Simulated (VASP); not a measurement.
Here is the system:

```
CELL_PARAMETERS angstrom
      2.60214     1.50235     4.90751
     -2.60214     1.50235     4.90751
      0.00000    -3.00469     4.90751
ATOMIC_POSITIONS crystal
  In 0.50000 0.50000 0.50000
  In 0.00000 0.00000 0.00000
  F  0.39571 0.75000 0.10429
  F  0.60429 0.25000 0.89571
  F  0.10429 0.39571 0.75000
  F  0.89571 0.60429 0.25000
  F  0.75000 0.10429 0.39571
  F  0.25000 0.89571 0.60429
```

These are LDA (Ceperley-Alder, Perdew-Zunger), VASP's LDA PAW potentials (set 64) (plane waves; VASP) values and carry that method's errors. Run with 400 eV cut-off, 5×5×5 Γ-centred mesh, Fermi-Dirac smearing of 0.050 eV, potentials In_d F.

At this cut-off the stress carries a Pulay error, which pulls relaxed volumes low. Energy and stress use the plane-wave basis of the starting cell.

Task: The ions, cell shape and volume are relaxed. What does this cell relax into?

Result: 
```
CELL_PARAMETERS angstrom
      2.46379     1.42247     4.76140
     -2.46379     1.42247     4.76140
      0.00000    -2.84494     4.76140
ATOMIC_POSITIONS crystal
  In 0.50000 0.50000 0.50000
  In 0.00000 0.00000 0.00000
  F  0.42792 0.75000 0.07208
  F  0.57208 0.25000 0.92792
  F  0.07208 0.42792 0.75000
  F  0.92792 0.57208 0.25000
  F  0.75000 0.07208 0.42792
  F  0.25000 0.92792 0.57208
```
Space group R-3c (167), at a tolerance of 0.03 Å.

Task: How do energy and volume change from the first to the last step?

Result: The energy (σ→0) changes by -68.8 meV/atom and the volume by -13.0 %, in 13 ionic steps.

The structure comes from a computed database's InF3 entry (R-3c); how it stands against other phases isn't given here. This run relaxes it. Symmetry was kept, so distortions that lower it aren't found. The run is one of a series of settings (EDIFFG = -0.01, IBRION = 2, ISIF = 3, NSW = 50 against the base run), some of them coarse on purpose.
